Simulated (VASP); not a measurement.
# Bi7Sb (R3m) in VASP: further runs

The runs below take Bi7Sb through relaxation of cell and atoms, with PBE+D3(BJ).

Program: VASP 6.6.1. These are calculated values, not measurements. Logs are shortened: lines on timing, memory, paths and dates and some standing lists are left out, and cuts for length are marked.

## 1. Starting point

It takes space group R3m (No. 160, trigonal). The conventional cell has a = 9.015 Å, b = 9.015 Å, c = 11.742 Å, α = 90.00°, β = 90.00°, γ = 120.00°. Sb (site symmetry 3m) is surrounded by 6 Bi at 3.05 to 3.49 Å. Bi (site symmetry m) has 6 Bi at 3.05 to 3.49 Å as nearest neighbours. Bi (site symmetry 3m) has 6 Bi at 3.05 to 3.49 Å as nearest neighbours. Around Bi (site symmetry m) lie 4 Bi at 3.05 to 3.49 Å and 2 Sb at 3.05 to 3.49 Å.

The cell was built by a generator and needn't be a form met in nature.

## 2. Relaxation of cell and atoms, PBE+D3(BJ)

Input file INCAR:

```
ALGO = Normal ; EDIFF = 1E-6
EDIFFG = -0.01 ; ENCUT = 600
GGA = PE ; IBRION = 2
ISIF = 3 ; ISMEAR = 0
IVDW = 12 ; KPAR = 4
LASPH = True ; LCHARG = False
LREAL = False ; LWAVE = False
NELM = 80 ; NSW = 90
PREC = Accurate ; SIGMA = 0.03
```

Input file KPOINTS:

```
k-points
0
Gamma
  6 6 4
```

Input file POSCAR:

```
Bi7Sb
1.0
    9.0149569400      0.0000000000      0.0000000000
    4.5074784700     -7.8071817200      0.0000000000
    4.5074784700     -2.6023939100     -7.8282029600
Sb Bi
2 14
Direct
    0.1170000000      0.6170000000      0.1490000000
    0.6170000000      0.1170000000      0.6490000000
    0.1170000000      0.1170000000      0.1490000000
    0.1170000000      0.6170000000      0.6490000000
    0.1170000000      0.1170000000      0.6490000000
    0.6170000000      0.6170000000      0.1490000000
    0.6170000000      0.1170000000      0.1490000000
    0.6170000000      0.6170000000      0.6490000000
    0.3830000000      0.8830000000      0.3510000000
    0.3830000000      0.3830000000      0.3510000000
    0.3830000000      0.8830000000      0.8510000000
    0.3830000000      0.3830000000      0.8510000000
    0.8830000000      0.8830000000      0.3510000000
    0.8830000000      0.3830000000      0.3510000000
    0.8830000000      0.8830000000      0.8510000000
    0.8830000000      0.3830000000      0.8510000000
```

Potentials or basis: VASP PAW PBE potentials, release 64 (Sb, Bi_d).

Run with:

```sh
$ cat potpaw_PBE.64/Sb/POTCAR potpaw_PBE.64/Bi_d/POTCAR > POTCAR
$ mpirun -np 4 vasp_std > vasp.out
```

OUTCAR:

```text
EDIFF = 1E-6
   EDIFFG = -0.01
   ENCUT = 600
   GGA = PE
   IBRION = 2
   ISIF = 3
   ISMEAR = 0
   IVDW = 12
   LASPH = True
   LREAL = False
   NELM = 80
   NSW = 90
   PREC = Accurate
 IVDW          = 12

 ion  position               nearest neighbor table
   1  0.117  0.617  0.149-  13 3.05  14 3.05  10 3.05  15 3.49  11 3.49  12 3.49
   2  0.617  0.117  0.649-  12 3.05  11 3.05  15 3.05  10 3.49  14 3.49  13 3.49
   3  0.117  0.117  0.149-  14 3.05  13 3.05   9 3.05  16 3.49  12 3.49  11 3.49
   4  0.117  0.617  0.649-  15 3.05  16 3.05  12 3.05  13 3.49   9 3.49  10 3.49
   5  0.117  0.117  0.649-  16 3.05  15 3.05  11 3.05  14 3.49  10 3.49   9 3.49
   6  0.617  0.617  0.149-   9 3.05  10 3.05  14 3.05  11 3.49  15 3.49  16 3.49
[... 8 lines left out ...]
  15  0.883  0.883  0.851-   4 3.05   5 3.05   2 3.05   1 3.49   6 3.49   7 3.49
  16  0.883  0.383  0.851-   5 3.05   4 3.05   8 3.05   3 3.49   7 3.49   6 3.49
[... 7 lines left out ...]
 A1 = (  -4.5074784700,  -2.6023939100,  -7.8282029600)
 A2 = (   0.0000000000,   5.2047878100,  -7.8282029600)
 A3 = (   4.5074784700,  -2.6023939100,  -7.8282029600)

Analysis of symmetry for initial positions (statically):
=====================================================================
 Subroutine PRICEL returns following result:

  LATTYP: Found a trigonal (rhomboedric) cell.
 ALAT       =     6.5122965684
 COS(alpha) =     0.0418599866

  Lattice vectors:

 A1 = (   0.0000000000,  -5.2047878150,  -3.9141014800)
 A2 = (  -4.5074784700,   2.6023939050,  -3.9141014800)
 A3 = (   4.5074784700,   2.6023939050,  -3.9141014800)

   2 primitive cells build up your supercell.

 Routine SETGRP: Setting up the symmetry group for a
 trigonal (rhombohedral) supercell.

 Subroutine GETGRP returns: Found  6 space group operations
 (whereof  2 operations were pure point group operations)
 out of a pool of 12 trial point group operations.

The static configuration has the point symmetry C_1h.
 The point group associated with its full space group is C_3v.

Analysis of symmetry for dynamics (positions and initial velocities):
=====================================================================
 Subroutine PRICEL returns following result:

  LATTYP: Found a trigonal (rhomboedric) cell.
 ALAT       =     6.5122965684
 COS(alpha) =     0.0418599866

  Lattice vectors:

 A1 = (   0.0000000000,  -5.2047878150,  -3.9141014800)
 A2 = (  -4.5074784700,   2.6023939050,  -3.9141014800)
 A3 = (   4.5074784700,   2.6023939050,  -3.9141014800)

   2 primitive cells build up your supercell.

 Routine SETGRP: Setting up the symmetry group for a
 trigonal (rhombohedral) supercell.

 Subroutine GETGRP returns: Found  6 space group operations
 (whereof  2 operations were pure point group operations)
 out of a pool of 12 trial point group operations.

The dynamic configuration has the point symmetry C_1h.
 The point group associated with its full space group is C_3v.

 Subroutine INISYM returns: Found  6 space group operations
 (whereof  2 operations are pure point group operations),
 and found     2 'primitive' translations

----------------------------------------------------------------------------------------

                                     Primitive cell

  volume of cell :     275.4800

  direct lattice vectors                    reciprocal lattice vectors
     0.000000000 -5.204787815 -3.914101480    -0.000000000 -0.128087194 -0.085162159
    -4.507478470  2.602393905 -3.914101480    -0.110926764  0.064043597 -0.085162159
     4.507478470  2.602393905 -3.914101480     0.110926764  0.064043597 -0.085162159

  length of vectors
     6.512296568  6.512296568  6.512296568     0.153814572  0.153814572  0.153814572

  position of ions in fractional coordinates (direct lattice)
     0.766000000  0.266000000  0.266000000
     0.266000000  0.766000000  0.266000000
     0.266000000  0.266000000  0.766000000
     0.766000000  0.766000000  0.766000000
     0.234000000  0.734000000  0.734000000
     0.734000000  0.234000000  0.734000000
     0.734000000  0.734000000  0.234000000
     0.234000000  0.234000000  0.234000000

  ion indices of the primitive-cell ions
   primitive index   ion index
                 1           1
                 2           3
                 3           4
[... 30 lines left out ...]
|           W    W   A  A   R    R  NN   N  II  NN   N  G    G  !!!           |
|           W    W  A    A  R    R  N N  N  II  N N  N  G       !!!           |
|           W WW W  AAAAAA  RRRRR   N  N N  II  N  N N  G  GGG   !            |
|           WW  WW  A    A  R   R   N   NN  II  N   NN  G    G                |
|           W    W  A    A  R    R  N    N  II  N    N   GGGG   !!!           |
|                                                                             |
|     Your reciprocal lattice and k-lattice belong to different lattice       |
|     classes:                                                                |
|                                                                             |
|        The reciprocal lattice is rhombohedral (trigonal),                   |
|        whereas your k-lattice is base-centered monoclinic.                  |
|                                                                             |
|     Results are often still useful ...                                      |
|                                                                             |
 -----------------------------------------------------------------------------

 WARNING: IBZKPT: internal override: KBLOWUP is changed to .FALSE.
      ... skipping the blow-up phase ...

 Subroutine IBZKPT returns following result:
 ===========================================

 Found     40 irreducible k-points:

 Following reciprocal coordinates:
            Coordinates               Weight
  0.000000  0.000000  0.000000      1.000000
  0.166667  0.000000  0.000000      4.000000
  0.333333  0.000000  0.000000      4.000000
  0.500000 -0.000000  0.000000      3.000000
  0.166667  0.166667  0.000000      2.000000
  0.333333  0.166667  0.000000      4.000000
[... 16 lines left out ...]
 -0.333333  0.166667  0.250000      4.000000
 -0.166667  0.166667  0.250000      4.000000
 [... further k-points ...]
   k-points           NKPTS =     40   k-points in BZ     NKDIM =     40   number of bands    NBANDS=    132
   number of dos      NEDOS =    301   number of ions     NIONS =     16
   total plane-waves  NPLWV = 414720
   dimension x,y,z NGX =    72 NGY =   72 NGZ =   80
   dimension x,y,z NGXF=   144 NGYF=  144 NGZF=  160
   ions per type =               2  14
   NGX,Y,Z   is equivalent  to a cutoff of  13.28, 13.28, 14.15 a.u.
   NGXF,Y,Z  is equivalent  to a cutoff of  26.56, 26.56, 28.30 a.u.
 SYSTEM =  unknown system
   PREC   = accura    normal or accurate (medium, high low for compatibility)
   ISTART =      0    job   : 0-new  1-cont  2-samecut
   ICHARG =      2    charge: 1-file 2-atom 10-const
   ISPIN  =      1    spin polarized calculation?
   LNONCOLLINEAR =      F non collinear calculations
   LSORBIT =      F    spin-orbit coupling
   LASPH  =      T    aspherical Exc in radial PAW
   ENCUT  =  600.0 eV  44.10 Ry    6.64 a.u.  18.01 18.01 18.78*2*pi/ulx,y,z
   NELM   =     80;   NELMIN=  2; NELMDL= -5     # of ELM steps
   EDIFF  = 0.1E-05   stopping-criterion for ELM
   LREAL  =      F    real-space projection
   EDIFFG = -.1E-01   stopping-criterion for IOM
   NSW    =     90    number of steps for IOM
   IBRION =      2    ionic relax: 0-MD 1-quasi-New 2-CG
   NFREE  =      1    steps in history (QN), initial steepest desc. (CG)
   ISIF   =      3    stress and relaxation
   ISYM   =      2    0-nonsym 1-usesym 2-fastsym
   POTIM  = 0.5000    time-step for ionic-motion
   TEBEG  =    0.0;   TEEND  =   0.0 temperature during run
   PSTRESS=    0.0 pullay stress
   NELECT =     220.0000    total number of electrons
   NUPDOWN=      -1.0000    fix difference up-down
   EMIN   =  10.00;   EMAX   =-10.00  energy-range for DOS
   EFERMI =   0.00;   METHOD = LEGACY
   ISMEAR =     0;   SIGMA  =   0.03  broadening in eV -4-tet -1-fermi 0-gaus
   EFERMI_NEDOS =   21; number of points for ismear=-14 and -15
   IALGO  =     38    algorithm
   IMIX   =      4    mixing-type and parameters
     AMIX     =   0.40;   BMIX     =  1.00
     AMIX_MAG =   1.60;   BMIX_MAG =  1.00
  volume/ion in A,a.u.               =      34.43       232.38
  Fermi-wavevector in a.u.,A,eV,Ry     =   1.205524  2.278109 19.773172  1.453287
  Thomas-Fermi vector in A             =   2.341217
   LORBIT       =      0    0 simple, 1 ext, 2 COOP (PROOUT), +10 PAW based schemes
   GGA     = PE    functional components
   LHFCALC =     F    Hartree Fock is set to
   AEXX    =    0.0000 exact exchange contribution
   IVDW    =    12    specifies the selected vdW correction
   LEPSILON=     F    determine dielectric tensor
   LRPA    =     F    only Hartree local field effects (RPA)
 conjugate gradient relaxation of ions
 non-spin polarized calculation
 Gauss-broadening in eV      SIGMA  =   0.03
  energy-cutoff  :      600.00
  volume of cell :      550.96
 maximum number of plane-waves:     18426
   NGX = 37   NGY = 37   NGZ = 37

--------------------------------------- Ionic step        1  -------------------------------------------

 number of electron     220.0000027 magnetization

 Free energy of the ion-electron system (eV)
  ---------------------------------------------------
  ext. energy  EPLUGINS =         0.00000000
  ---------------------------------------------------
  free energy    TOTEN  =       -62.44154073 eV

  energy without entropy =      -62.44071033  energy(sigma->0) =      -62.44112553

------------------------ aborting loop because EDIFF is reached ----------------------------------------

 Edisp (eV)   -7.31831

 E8    (eV) :    -3.6105
[... 147 lines left out ...]
  FREE ENERGIE OF THE ION-ELECTRON SYSTEM (eV)
  ---------------------------------------------------
  free  energy   TOTEN  =       -69.8184935410 eV

  energy  without entropy=      -69.8178624669  energy(sigma->0) =      -69.81817800

[... ionic steps 4 to 7 ...]

--------------------------------------- Ionic step        8  -------------------------------------------

 number of electron     220.0000016 magnetization

------------------------ aborting loop because EDIFF is reached ----------------------------------------
[... 103 lines left out ...]
--------------------------------------- Ionic step       10  -------------------------------------------

 number of electron     220.0000017 magnetization

 Free energy of the ion-electron system (eV)
  ---------------------------------------------------
  ext. energy  EPLUGINS =         0.00000000
  ---------------------------------------------------
  free energy    TOTEN  =       -62.44790431 eV

  energy without entropy =      -62.44714232  energy(sigma->0) =      -62.44752331

 E-fermi :   6.5663     XC(G=0):  -9.6088

 val. band max:        6.5453247524   @ k =   0.5000  -0.0000   0.2500
 cond. band min:       6.5720516525   @ k =  -0.3333  -0.3333   0.2500
 fundamental gap:      0.0267269001
 Fermi energy:         6.5662764275

 k-point     1 :       0.0000    0.0000    0.0000
  band No.  band energies     occupation
      1     -16.3934      2.00000
      2     -16.3934      2.00000
      3     -16.3899      2.00000
      4     -16.3196      2.00000
      5     -16.3196      2.00000
      6     -16.2754      2.00000
[... 2989 lines left out ...]
    121       9.1213      0.00000
    122       9.2095      0.00000

 [... further k-points ...]

 [bands above 122 left out]

------------------------ aborting loop because EDIFF is reached ----------------------------------------

 Edisp (eV)   -7.39973

 E8    (eV) :    -3.6501
[... 39 lines left out ...]
  FREE ENERGIE OF THE ION-ELECTRON SYSTEM (eV)
  ---------------------------------------------------
  free  energy   TOTEN  =       -69.8476352675 eV

  energy  without entropy=      -69.8468732765  energy(sigma->0) =      -69.84725427

 reached required accuracy - stopping structural energy minimisation
```

Run time: 2.2 h. Hardware: 4 MPI ranks of Intel Xeon Platinum 8488C (Sapphire Rapids), shared host; peak memory 2.5 GiB.

Results:

| Property | Result |
| --- | --- |
| Free energy | -69.8476 eV |
| Relaxed volume | 34.06 Å³/atom |
| Relaxed cell | a = 9.018 Å, b = 9.018 Å, c = 9.327 Å, α = 61.09°, β = 61.09°, γ = 60.00° |
| Space group after relaxing (to 0.05 Å) | R3m (No. 160) |
| Energy gained by relaxing | 5.5 meV/atom |
| Ionic steps | 10 |
| Pressure after relaxing | 0.0 GPa |
| Largest force after relaxing | 0.009 eV/Å |
| Band gap on the k mesh | none (metal or under the smearing width) |
| Dispersion energy per atom | -0.462 eV |

Forces in eV/Å, atoms in the order of the input:
```
Sb   0.000  0.000  0.001
Sb   0.000  0.000  0.001
Bi  -0.006 -0.004 -0.006
Bi   0.006 -0.004 -0.006
Bi   0.000  0.007 -0.006
Bi   0.000  0.007 -0.006
Bi   0.006 -0.004 -0.006
Bi  -0.006 -0.004 -0.006
Bi   0.000  0.000  0.009
Bi  -0.006 -0.004  0.003
Bi   0.006 -0.004  0.003
Bi   0.000  0.007  0.003
Bi   0.000  0.007  0.003
Bi   0.006 -0.004  0.003
Bi  -0.006 -0.004  0.003
Bi   0.000  0.000  0.009
```

Step by step:
| step | energy change (eV) | largest force (eV/Å) | pressure (GPa) | volume (Å³) |
| --- | --- | --- | --- | --- |
| 1 | 0.0000 | 0.3223 | 0.14 | 550.96 |
| 2 | -0.0473 | 0.1608 | -0.32 | 553.39 |
| 3 | -0.0586 | 0.0812 | -0.66 | 555.35 |
| 4 | -0.0832 | 0.0250 | -0.06 | 547.06 |
| 5 | -0.0834 | 0.0369 | 0.01 | 546.19 |
| 6 | -0.0851 | 0.0357 | 0.00 | 545.94 |
| 7 | -0.0873 | 0.0330 | 0.00 | 545.32 |
| 8 | -0.0875 | 0.0319 | 0.00 | 545.07 |
| 9 | -0.0877 | 0.0177 | -0.01 | 545.04 |
| 10 | -0.0878 | 0.0092 | -0.03 | 545.01 |

Final structure:
```cif
data_structure
_symmetry_space_group_name_H-M 'P 1'
_symmetry_Int_Tables_number 1
_cell_length_a 9.0178
_cell_length_b 9.0178
_cell_length_c 9.3272
_cell_angle_alpha 61.092
_cell_angle_beta 61.092
_cell_angle_gamma 60.000
_cell_volume 545.01
loop_
_atom_site_label
_atom_site_type_symbol
_atom_site_fract_x
_atom_site_fract_y
_atom_site_fract_z
_atom_site_occupancy
Sb1 Sb 0.11697 0.61697 0.14910 1
Sb2 Sb 0.61697 0.11697 0.64910 1
Bi1 Bi 0.11860 0.11902 0.14335 1
Bi2 Bi 0.11902 0.61902 0.64335 1
Bi3 Bi 0.11902 0.11860 0.64335 1
Bi4 Bi 0.61902 0.61860 0.14335 1
Bi5 Bi 0.61902 0.11902 0.14335 1
Bi6 Bi 0.61860 0.61902 0.64335 1
Bi7 Bi 0.38131 0.88131 0.35608 1
Bi8 Bi 0.37766 0.38371 0.35492 1
Bi9 Bi 0.38371 0.88371 0.85492 1
Bi10 Bi 0.38371 0.37766 0.85492 1
Bi11 Bi 0.88371 0.87766 0.35492 1
Bi12 Bi 0.88371 0.38371 0.35492 1
Bi13 Bi 0.87766 0.88371 0.85492 1
Bi14 Bi 0.88131 0.38131 0.85608 1
```

Caveat: spin-orbit coupling is left out, which moves the levels of the heavy elements; pairwise dispersion overbinds metals, which lowers pressure and volume.

## 3. Relaxation of cell and atoms, PBE+D3(BJ)

This run uses another cell than the first one, of 34.06 Å³/atom, 0.989 times its volume.

Changes to INCAR since step 2:

```diff
@@ -1,3 +1,3 @@
-ALGO = Normal ; EDIFF = 1E-6
-EDIFFG = -0.01 ; ENCUT = 600
+ALGO = Normal ; EDIFF = 1E-7
+EDIFFG = -0.005 ; ENCUT = 600
 GGA = PE ; IBRION = 2
```

KPOINTS is that of step 2.

Input file POSCAR:

```
Bi7Sb                                   
1.0
    9.0177669717      0.0000000000      0.0000000000
    4.5088834858     -7.8096152788      0.0000000000
    4.5088834858     -2.6032050962     -7.7388773889
  Sb              Bi            
     2    14
Direct
     0.1169653890620925    0.6169653890620930    0.1491038328137152
     0.6169653890620925    0.1169653890620928    0.6491038328137152
     0.1186014180974423    0.1190221473884704    0.1433542871256129
     0.1190221473884674    0.6190221473884703    0.6433542871256128
     0.1190221473884674    0.1186014180974452    0.6433542871256129
     0.6190221473884674    0.6186014180974453    0.1433542871256128
     0.6190221473884674    0.1190221473884704    0.1433542871256129
     0.6186014180974422    0.6190221473884703    0.6433542871256128
     0.3813050931225403    0.8813050931225377    0.3560847206323891
     0.3776631509211672    0.3837103270099106    0.3549161950590187
     0.3837103270099106    0.8837103270099106    0.8549161950590188
     0.3837103270099123    0.3776631509211625    0.8549161950590201
     0.8837103270099123    0.8776631509211625    0.3549161950590199
     0.8837103270099107    0.3837103270099106    0.3549161950590187
     0.8776631509211672    0.8837103270099106    0.8549161950590188
     0.8813050931225401    0.3813050931225375    0.8560847206323893
```

Potentials or basis: VASP PAW PBE potentials, release 64 (Sb, Bi_d).

Run with:

```sh
$ cat potpaw_PBE.64/Sb/POTCAR potpaw_PBE.64/Bi_d/POTCAR > POTCAR
$ mpirun -np 4 vasp_std > vasp.out
```

Wall time 2.2 h (4 MPI ranks of Intel Xeon Platinum 8488C (Sapphire Rapids), shared host); peak memory 2.4 GiB.

It converged, with:

* Free energy: -69.8476 eV
* Relaxed volume: 34.04 Å³/atom
* Relaxed cell: a = 9.015 Å, b = 9.015 Å, c = 9.325 Å, α = 61.09°, β = 61.09°, γ = 60.00°
* Space group after relaxing (to 0.05 Å): R3m (No. 160)
* Energy gained by relaxing: 0.0 meV/atom
* Ionic steps: 11
* Pressure after relaxing: 0.0 GPa
* Largest force after relaxing: 0.004 eV/Å
* Band gap on the k mesh: none (metal or under the smearing width)
* Dispersion energy per atom: -0.463 eV

Forces on the atoms (eV/Å):
```
Sb   0.000  0.000  0.003
Sb   0.000  0.000  0.003
Bi   0.000  0.000  0.002
Bi   0.000  0.000  0.002
Bi   0.000  0.000  0.002
Bi   0.000  0.000  0.002
Bi   0.000  0.000  0.002
Bi   0.000  0.000  0.002
Bi   0.000  0.000  0.001
Bi   0.002  0.001 -0.003
Bi  -0.002  0.001 -0.003
Bi   0.000 -0.002 -0.003
Bi   0.000 -0.002 -0.003
Bi  -0.002  0.001 -0.003
Bi   0.002  0.001 -0.003
Bi   0.000  0.000  0.001
```

Step by step:
```tsv
step	energy change (eV)	largest force (eV/Å)	pressure (GPa)	volume (Å³)
1	0.0000	0.0094	-0.03	545.01
2	-0.0001	0.0072	0.02	544.50
3	-0.0001	0.0076	0.01	544.61
4	-0.0001	0.0066	0.01	544.62
5	-0.0002	0.0075	0.01	544.67
6	-0.0004	0.0101	0.00	544.77
7	-0.0005	0.0154	-0.01	544.97
8	-0.0005	0.0133	-0.01	544.89
9	-0.0005	0.0112	0.00	544.83
10	-0.0007	0.0054	0.01	544.65
11	-0.0007	0.0037	0.02	544.57
```

Final structure:
```
CELL_PARAMETERS angstrom
9.01541 0.00000 0.00000
4.50771 -7.80758 0.00000
4.50771 -2.60253 -7.73657
ATOMIC_POSITIONS crystal
Sb 0.11736 0.61736 0.14792
Sb 0.61736 0.11736 0.64792
Bi 0.11706 0.11956 0.14383
Bi 0.11956 0.61956 0.64383
Bi 0.11956 0.11706 0.64383
Bi 0.61956 0.61706 0.14383
Bi 0.61956 0.11956 0.14383
Bi 0.61706 0.61956 0.64383
Bi 0.38179 0.88179 0.35463
Bi 0.37623 0.38422 0.35532
Bi 0.38422 0.88422 0.85532
Bi 0.38422 0.37623 0.85532
Bi 0.88422 0.87623 0.35532
Bi 0.88422 0.38422 0.35532
Bi 0.87623 0.88422 0.85532
Bi 0.88179 0.38179 0.85463
```

Levels at points of the mesh, in eV from the Fermi level:
```
           k point  band 106  band 107  band 108  band 109  band 110  band 111  band 112  band 113  band 114  band 115
(0.00, 0.00, 0.00)     -0.55     -0.55     -0.32     -0.30     -0.30     -0.20     -0.20      0.03      0.37      0.37
(0.50, 0.00, 0.00)     -1.37     -1.22     -1.22     -1.01     -1.01      1.24      1.24      1.68      1.68      1.80
(0.50, 0.50, 0.00)     -1.03     -0.90     -0.81     -0.33     -0.22      0.65      0.73      0.93      0.97      1.05
(0.00, 0.00, 0.50)     -1.06     -1.05     -1.05     -1.05     -1.05      1.56      1.56      1.73      1.73      1.73
```

Caveat: spin-orbit coupling is left out, which moves the levels of the heavy elements; pairwise dispersion overbinds metals, which lowers pressure and volume.
